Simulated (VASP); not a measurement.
Calculation: PBEsol GGA, VASP's PBE PAW potentials (set 64) (plane waves; VASP).

A VASP calculation is set up with these files.

POSCAR:
```
ZrZnNi4
1.0
  0.0000000000   3.3960000000   3.3960000000
  3.3960000000   0.0000000000   3.3960000000
  3.3960000000   3.3960000000   0.0000000000
Ni Zr Zn
4 1 1
Cartesian
  4.2450000000   4.2450000000   4.2450000000
  4.2450000000   2.5470000000   2.5470000000
  2.5470000000   2.5470000000   4.2450000000
  2.5470000000   4.2450000000   2.5470000000
  0.0000000000   0.0000000000   0.0000000000
  1.6980000000   1.6980000000   1.6980000000
```

**INCAR**
```
# general
SYSTEM   =  ZrZnNi4
PREC     =  Accurate
ENCUT    =  300
LREAL    =  .FALSE.
LASPH    =  .TRUE.

# electronic loop
EDIFF    =  1E-6
NELM     =  100
ALGO     =  Normal
LMAXMIX  =  4

# smearing
ISMEAR   =  0
SIGMA    =  0.1

# functional
GGA      =  PS

# spin
ISPIN    =  2
MAGMOM   =  4*2.0 2*0.0

# ions
ISIF     =  2

# output
LWAVE    =  .FALSE.
LCHARG   =  .FALSE.
LORBIT   =  11
```

KPOINTS:
```
Automatic mesh
0
Gamma
7 7 7
0 0 0
```

POTCAR, in this order: Ni Zr_sv Zn (PBE.64 set). Program: vasp_std.

At this cut-off the stress carries a Pulay error, which pulls relaxed volumes low. Gaps are read on the run's mesh, which can miss a band edge.

Problem. Estimate the energy per atom (σ→0), cell moment, pressure, largest force, band gap (on the k-mesh).

Solution. 
```json
{
 "energy per atom (σ→0)": "-6.299 eV/atom",
 "cell_moment": "0.00 μB",
 "band gap (on the k-mesh)": "none (metal, semimetal or under 0.01 eV)",
 "pressure": "-8.32 GPa",
 "largest_force": "0.263 eV/Å"
}
```

OSZICAR:
```
...
DAV:  11    -0.378020225575E+02    0.71095E-03   -0.52122E-03  4098   0.647E-01    0.383E-01
DAV:  12    -0.378016560957E+02    0.36646E-03   -0.63855E-04  4620   0.227E-01    0.106E-01
DAV:  13    -0.378016421819E+02    0.13914E-04   -0.21335E-04  4818   0.155E-01    0.458E-02
DAV:  14    -0.378016383984E+02    0.37835E-05   -0.40352E-05  3766   0.483E-02    0.298E-02
DAV:  15    -0.378016340866E+02    0.43118E-05   -0.86374E-06  4198   0.180E-02    0.152E-02
DAV:  16    -0.378016328398E+02    0.12468E-05   -0.16727E-06  2030   0.137E-02    0.574E-03
DAV:  17    -0.378016326724E+02    0.16733E-06   -0.47378E-07  1778   0.504E-03
   1 F= -.37801633E+02 E0= -.37794044E+02  d E =-.151770E-01  mag=    -0.0001
```

The structure comes from a measured ZrZnNi4 entry of the Crystallography Open Database, whose conditions weren't checked. The cell was not relaxed at this level. The run is one of a series of settings (KPOINTS 7×7×7 Γ-centred mesh against the base run), some of them coarse on purpose.
